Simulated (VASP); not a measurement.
# InP: GW quasiparticle gap, part 6 of 7

How does the gap of InP change from the starting functional to GW? The cell is of the zinc-blende type, one of the forms listed for this formula. The start is a cell from a database of measured crystal structures.

VASP 6.6.1, plane waves and PAW; the level of theory is named at each step.

So far, quasiparticle gap on the mesh (eV): step 4 (evGW0, evGW0 on LDA) 1.27; step 5 (evGW, evGW on LDA) 1.36. Also gap on the k-mesh (eV): step 3 (empty bands, functional LDA) 0.500.

The database entry behind the starting cell differs from later determinations by our own check (0.1 to 0.3 % short, probably kX units), so it need not match the best structure at ambient conditions.

## (6) QPGW0 (continued)

Level of this step: QPGW0 on LDA; plane waves and PAW (In_d_GW, P_GW) (VASP).

From OUTCAR (step 6):

```text
   NELECT =      18.0000    total number of electrons

 E-fermi :   3.9853

 QP shifts <psi_nk| G(iteration)W_0 |psi_nk>: iteration 1
 k-point   1 :       0.0000    0.0000    0.0000
  band No. DFT-energies  QP-energies  QP-e(diag)   sigma(DFT)    Z            occupation
    ...
      6      -7.8160      -8.2003      -8.1928      -8.4338       0.6099       2.0000
      7       3.7354       3.2517       3.2476       3.0734       0.7369       2.0000
      8       3.7354       3.2517       3.2476       3.0734       0.7369       2.0000
      9       3.7354       3.2517       3.2476       3.0734       0.7369       2.0000
     10       4.2352       4.4047       4.4072       4.4605       0.7632       0.0000
     11       7.6861       7.9202       7.9206       7.9961       0.7565       0.0000
     12       7.6861       7.9202       7.9206       7.9961       0.7565       0.0000
     13       7.6861       7.9202       7.9206       7.9961       0.7565       0.0000
    ...

     27      27.5591      27.5591      27.5591      27.5591       1.0000       0.0000
     28      27.5591      27.5591      27.5591      27.5591       1.0000       0.0000

 k-point   2 :       0.1667    0.0000    0.0000
  band No. DFT-energies  QP-energies  QP-e(diag)   sigma(DFT)    Z            occupation
    ...
      6      -7.4999      -7.9178      -7.9231      -8.1788       0.6234       2.0000
      7       1.4812       1.0019       1.0066       0.8263       0.7247       2.0000
      8       3.4229       2.9294       2.9275       2.7497       0.7359       2.0000
      9       3.4229       2.9294       2.9275       2.7497       0.7359       2.0000
     10       5.3682       5.5363       5.5319       5.5843       0.7574       0.0000
     11       8.0799       8.2761       8.2738       8.3405       0.7439       0.0000
     12       8.1321       8.3693       8.3703       8.4504       0.7486       0.0000
     13       8.1321       8.3693       8.3703       8.4504       0.7486       0.0000
    ...

 QP shifts <psi_nk| G(iteration)W_0 |psi_nk>: iteration 2
 k-point   1 :       0.0000    0.0000    0.0000
  band No. DFT-energies  QP-energies  QP-e(diag)   sigma(DFT)    Z            occupation
    ...
      6      -8.2003      -8.3632      -8.3588      -8.4589       0.6130       2.0000
      7       3.2517       3.1514       3.1515       3.1162       0.7397       2.0000
      8       3.2517       3.1514       3.1515       3.1162       0.7397       2.0000
      9       3.2517       3.1514       3.1515       3.1162       0.7397       2.0000
     10       4.4047       4.4557       4.4516       4.4660       0.7653       0.0000
     11       7.9202       7.9663       7.9663       7.9813       0.7548       0.0000
     12       7.9202       7.9663       7.9663       7.9813       0.7548       0.0000
     13       7.9202       7.9663       7.9663       7.9813       0.7548       0.0000
    ...

 QP shifts <psi_nk| G(iteration)W_0 |psi_nk>: iteration 3
 k-point   1 :       0.0000    0.0000    0.0000
  band No. DFT-energies  QP-energies  QP-e(diag)   sigma(DFT)    Z            occupation
    ...
      6      -8.3632      -8.4190      -8.4147      -8.4472       0.6130       2.0000
      7       3.1514       3.1227       3.1230       3.1130       0.7403       2.0000
      8       3.1514       3.1227       3.1230       3.1130       0.7403       2.0000
      9       3.1514       3.1227       3.1230       3.1130       0.7403       2.0000
     10       4.4557       4.4671       4.4617       4.4636       0.7653       0.0000
     11       7.9663       7.9757       7.9756       7.9787       0.7550       0.0000
     12       7.9663       7.9757       7.9756       7.9787       0.7550       0.0000
     13       7.9663       7.9757       7.9756       7.9787       0.7550       0.0000
    ...

 QP shifts <psi_nk| G(iteration)W_0 |psi_nk>: iteration 4
 k-point   1 :       0.0000    0.0000    0.0000
  band No. DFT-energies  QP-energies  QP-e(diag)   sigma(DFT)    Z            occupation
    ...
      6      -8.4190      -8.4374      -8.4330      -8.4419       0.6123       2.0000
      7       3.1227       3.1135       3.1140       3.1109       0.7405       2.0000
      8       3.1227       3.1135       3.1140       3.1109       0.7405       2.0000
      9       3.1227       3.1135       3.1140       3.1109       0.7405       2.0000
     10       4.4671       4.4682       4.4627       4.4614       0.7654       0.0000
     11       7.9757       7.9768       7.9768       7.9772       0.7549       0.0000
     12       7.9757       7.9768       7.9768       7.9772       0.7549       0.0000
     13       7.9757       7.9768       7.9768       7.9772       0.7549       0.0000
    ...

[... 16 parts as in an earlier step ...]

[... 29 further parts left out ...]
```

This step gave:

* quasiparticle gap on the mesh: 1.355 eV
* smallest direct quasiparticle gap on the mesh: 1.355 eV

QP gap by iteration, by row:

```csv
iteration,gap (eV),direct gap (eV)
1,1.153,1.153
2,1.304,1.304
3,1.344,1.344
4,1.355,1.355
```

GW takes the gap from 0.500 to 1.355 eV. That is +87 meV against evGW0 on LDA. The last pass still moved it by +10 meV. Spin-orbit coupling is left out. The value holds for 280 bands, ENCUTGW = 180 eV and this mesh, and isn't shown to be converged in them.

## (7) Orbitals for another starting point

This step: LDA; plane waves and PAW (In_d_GW, P_GW) (VASP 6.6.1).

A hybrid converges faster from good orbitals, so a cheap LDA run writes WAVECAR first.

INCAR

```
SYSTEM = InP
PREC = Accurate
ENCUT = 300
EDIFF = 1E-05
NELM = 100
ISMEAR = 0
SIGMA = 0.01
LREAL = .FALSE.
ALGO = Normal
GGA = CA
NBANDS = 15
LORBIT = 11
LWAVE = .TRUE.
LCHARG = .FALSE.
KPAR = 4
```

POSCAR

```
InP
1.0
    0.0000000000      2.9305000000      2.9305000000
    2.9305000000      0.0000000000      2.9305000000
    2.9305000000      2.9305000000      0.0000000000
In P
1 1
Direct
    0.0000000000      0.0000000000      0.0000000000
    0.7500000000      0.7500000000      0.7500000000
```

KPOINTS

```
Automatic mesh
0
Gamma
6 6 6
0 0 0
```

PAW data sets: In_d_GW and P_GW (LDA family, release 64).

On the command line:

```console
$ mpirun -np 4 vasp_std
```

Log:

```text
[... set-up lines as in an earlier step ...]
 entering main loop
       N       E                     dE             d eps       ncg     rms          rms(c)
[... 9 cycles as in an earlier step ...]
DAV:  10    -0.960185367070E+01   -0.13625E-04   -0.10146E-04   913   0.106E-01    0.174E-02
DAV:  11    -0.960186012423E+01   -0.64535E-05   -0.96754E-06   529   0.885E-02
   1 F= -.96018601E+01 E0= -.96018601E+01  d E =-.318536E-43
 writing wavefunctions
```

The job ended after 1.6 s (4 MPI ranks of AMD EPYC 9R45, shared host; peak memory 0.4 GiB).

From OUTCAR (step 7):

```text
   NELECT =      18.0000    total number of electrons

 E-fermi :   3.8306

 k-point     1 :       0.0000    0.0000    0.0000
  band No.  band energies     occupation
    ...
      5     -10.2899      2.00000
      6      -7.8161      2.00000
      7       3.7353      2.00000
      8       3.7353      2.00000
      9       3.7353      2.00000
     10       4.2350      0.00000
     11       7.6863      0.00000
     12       7.6863      0.00000
     13       7.6863      0.00000
     14      12.0112      0.00000
    ...

  Total       -0.4974680     -0.4974680     -0.4974680      0.0000000      0.0000000      0.0000000
  in kB      -15.8350900    -15.8350900    -15.8350900      0.0000000      0.0000000      0.0000000
  external PRESSURE =     -15.8350900 kB  Pullay stress =       0.0000000 kB

 POSITION                                       TOTAL-FORCE (eV/Angst)
 -----------------------------------------------------------------------------------
      0.00000      0.00000      0.00000         0.000000      0.000000      0.000000
      4.39575      4.39575      4.39575        -0.000000     -0.000000     -0.000000
 -----------------------------------------------------------------------------------
    total drift:                                0.000000      0.000000      0.000001

  FREE ENERGIE OF THE ION-ELECTRON SYSTEM (eV)
  ---------------------------------------------------
  free  energy   TOTEN  =        -9.6018601242 eV

  energy  without entropy=       -9.6018601242  energy(sigma->0) =       -9.60186012

[... 8 parts as in an earlier step ...]

[... 9 further parts left out ...]
```

Numbers from this step:

- Fermi energy: 3.831 eV
- pressure: -1.584 GPa
- gap on the k-mesh: 0.4997 eV
- least direct gap on the k-mesh: 0.4997 eV

The run ends at a pressure of -1.58 GPa.

## (8) Another starting point

This step: HSE06; plane waves and PAW (In_d_GW, P_GW) (VASP 6.6.1).

To see how much the result owes to its start, the ground state is made again with HSE06. EDIFF is tight for accurate orbitals, and a narrow smearing avoids fractional occupations.

INCAR

```
SYSTEM = InP
PREC = Accurate
ENCUT = 300
EDIFF = 1E-08
NELM = 100
ISMEAR = 0
SIGMA = 0.01
LREAL = .FALSE.
ALGO = Normal
LHFCALC = .TRUE.
AEXX = 0.25
GGA = PE
HFSCREEN = 0.2
LASPH = .TRUE.
NBANDS = 15
PRECFOCK = Fast
LORBIT = 11
LWAVE = .TRUE.
LCHARG = .FALSE.
KPAR = 4
```

POSCAR is that of step 7.

KPOINTS is that of step 7.

The WAVECAR or CHGCAR of an earlier step is read.

On the command line:

```console
$ mpirun -np 4 vasp_std
```

Log:

```text
[banner, memory and clock lines left out]
running    4 mpi-ranks, on    1 nodes
 distrk:  each k-point on    1 cores,    4 groups
 distr:  one band on    1 cores,    1 groups

 POSCAR found type information on POSCAR InP
 POSCAR found :  2 types and       2 ions
|                                                                             |
|               ----> ADVICE to this user running VASP <----                  |
|                                                                             |
|     You enforced a specific xc type in the INCAR file but a different       |
|     [... a line on the potential file left out ...]
|     I HOPE YOU KNOW WHAT YOU ARE DOING!                                     |
|                                                                             |

 LDA part: xc-table for (Slater+PW92), standard interpolation
 found WAVECAR, reading the header
 POSCAR, INCAR and KPOINTS ok, starting setup
 FFT: planning ... GRIDC
 FFT: planning ... GRID_SOFT
 FFT: planning ... GRID
 reading WAVECAR
 the WAVECAR file was read successfully
 initial charge from wavefunction
 entering main loop
       N       E                     dE             d eps       ncg     rms          rms(c)
DAV:   1    -0.994287149348E+01   -0.99429E+01   -0.90960E-01   734   0.391E+01    0.114E+00
DAV:   2    -0.994043407967E+01    0.24374E-02   -0.61211E-02   832   0.824E+00    0.834E-01
DAV:   3    -0.993572415711E+01    0.47099E-02   -0.94450E-03   761   0.443E+00    0.463E-01
DAV:   4    -0.993492030071E+01    0.80386E-03   -0.19195E-03   733   0.134E+00    0.249E-01
DAV:   5    -0.993479767355E+01    0.12263E-03   -0.36369E-04   794   0.429E-01    0.143E-01
DAV:   6    -0.993474773167E+01    0.49942E-04   -0.36001E-05   756   0.143E-01    0.847E-02
DAV:   7    -0.993472560651E+01    0.22125E-04   -0.75572E-06   670   0.546E-02    0.504E-02
DAV:   8    -0.993471789071E+01    0.77158E-05   -0.43168E-06   784   0.237E-02    0.301E-02
DAV:   9    -0.993471562817E+01    0.22625E-05   -0.15466E-06   842   0.123E-02    0.179E-02
DAV:  10    -0.993471491254E+01    0.71562E-06   -0.50001E-07   899   0.740E-03    0.109E-02
DAV:  11    -0.993471460879E+01    0.30376E-06   -0.16925E-07   827   0.487E-03    0.648E-03
DAV:  12    -0.993471450321E+01    0.10557E-06   -0.78736E-08   783   0.325E-03    0.387E-03
DAV:  13    -0.993471445273E+01    0.50485E-07   -0.30668E-08   683   0.198E-03    0.235E-03
DAV:  14    -0.993471442589E+01    0.26838E-07   -0.13939E-08   651   0.129E-03    0.140E-03
DAV:  15    -0.993471441379E+01    0.12101E-07   -0.57605E-09   520   0.816E-04    0.845E-04
DAV:  16    -0.993471440722E+01    0.65750E-08   -0.37249E-09   513   0.610E-04
   1 F= -.99347144E+01 E0= -.99347144E+01  d E =-.669507E-12
 writing wavefunctions
```

It took 3.5 min on 4 MPI ranks; peak memory 0.86 GiB; 14 min of CPU time.

OUTCAR, selected parts (step 8):

```text
   k-points           NKPTS =     16   k-points in BZ     NKDIM =    216   number of bands    NBANDS=     15

   NELECT =      18.0000    total number of electrons

  exchange ACFDT corr.  =         0.00000000  see jH, gK, PRB 81, 115126

 E-fermi :   3.5817

 k-point     1 :       0.0000    0.0000    0.0000
  band No.  band energies     occupation
    ...
      5     -12.2063      2.00000
      6      -9.2082      2.00000
      7       3.5386      2.00000
      8       3.5386      2.00000
      9       3.5386      2.00000
     10       5.0203      0.00000
     11       8.4821      0.00000
     12       8.4821      0.00000
     13       8.4821      0.00000
     14      13.1234      0.00000
    ...

 POSITION                                       TOTAL-FORCE (eV/Angst)
 -----------------------------------------------------------------------------------
      0.00000      0.00000      0.00000         0.000000     -0.000000      0.000000
      4.39575      4.39575      4.39575        -0.000000      0.000000     -0.000000
 -----------------------------------------------------------------------------------
    total drift:                               -0.000012     -0.000006     -0.000007

  FREE ENERGIE OF THE ION-ELECTRON SYSTEM (eV)
  ---------------------------------------------------
  free  energy   TOTEN  =        -9.9347144072 eV

  energy  without entropy=       -9.9347144072  energy(sigma->0) =       -9.93471441

[... 7 parts as in an earlier step ...]

[... 9 further parts left out ...]
```

The PAW data sets were made with LDA, a small mismatch for this functional.

Numbers from this step:

```yaml
free_energy_toten: -9.935 eV
fermi_energy: 3.582 eV
gap_on_the_k_mesh: 1.482 eV
least_direct_gap_on_the_k_mesh: 1.482 eV
```

## (9) Empty bands, functional HSE06

The next step needs empty bands that the ground-state run didn't converge, so the Hamiltonian is diagonalised exactly for NBANDS bands, in a single step. LOPTICS writes the k-derivatives of the orbitals (WAVEDER), which give the long-wavelength limit of the screening.

INCAR

```
SYSTEM = InP
PREC = Accurate
ENCUT = 300
ISMEAR = 0
SIGMA = 0.01
LREAL = .FALSE.
LHFCALC = .TRUE.
AEXX = 0.25
GGA = PE
HFSCREEN = 0.2
LASPH = .TRUE.
NBANDS = 280
PRECFOCK = Fast
ALGO = Exact
NELM = 1
LWAVE = .TRUE.
LCHARG = .FALSE.
LOPTICS = .TRUE.
NEDOS = 1000
CSHIFT = 0.1
```

POSCAR is that of step 8.

KPOINTS is that of step 8.

The run starts from files that an earlier step left in the folder.

On the command line:

```console
$ mpirun -np 4 vasp_std
```

Log:

```text
[banner, memory and clock lines left out]
running    4 mpi-ranks, on    1 nodes
[...]
[... a notice as in an earlier step ...]

 LDA part: xc-table for (Slater+PW92), standard interpolation
 found WAVECAR, reading the header
  number of bands has changed, file:    15 present:   280
  trying to continue reading WAVECAR, but it might fail
 POSCAR, INCAR and KPOINTS ok, starting setup
[...]
reading WAVECAR
 random initialization beyond band           15
 the WAVECAR file was read successfully
 initial charge from wavefunction
 entering main loop
       N       E                     dE             d eps       ncg     rms          rms(c)
DIA:   1    -0.993471440219E+01   -0.99347E+01    0.00000E+00     0   0.000E+00
   1 F= -.99347144E+01 E0= -.99347144E+01  d E =-.978582-162
 writing wavefunctions
 optical routines
 imaginary and real dielectric function
 recalculating local potential from charge density
 direction            1
 direction            2
 direction            3
```

Run time: 14 min. Hardware: 4 MPI ranks; peak memory 1.1 GiB; 54 min of CPU time.

OUTCAR, selected parts (step 9):

```text
 POSITION                                       TOTAL-FORCE (eV/Angst)
 -----------------------------------------------------------------------------------
      0.00000      0.00000      0.00000        -0.000000     -0.000000     -0.000000
      4.39575      4.39575      4.39575         0.000000      0.000000      0.000000
 -----------------------------------------------------------------------------------
    total drift:                               -0.000013     -0.000011     -0.000009

  FREE ENERGIE OF THE ION-ELECTRON SYSTEM (eV)
  ---------------------------------------------------
  free  energy   TOTEN  =        -9.9347144022 eV

  energy  without entropy=       -9.9347144022  energy(sigma->0) =       -9.93471440

[... 2 parts as in an earlier step ...]

[... 1 further part left out ...]
[key lines of the parts left out:]
E-fermi :   3.7294
```

(Continued in part 7 of 7.)

[Lines on the potential files, build, host, timing and source positions are cut from VASP's logs without a mark.]

[Logs are printed without paths, hosts, clocks, repeated set-up lines and the standing remarks that a program may print on its own settings, such as how far it seeks lower states.]

[Hosts, paths, dates, database ids (printed as entryN), source tags and the programs' standing remarks are cut or masked in the printed files.]

[Pressures printed for these runs are not shown converged in the cutoff: they can be off by several GPa and have the wrong sign.]
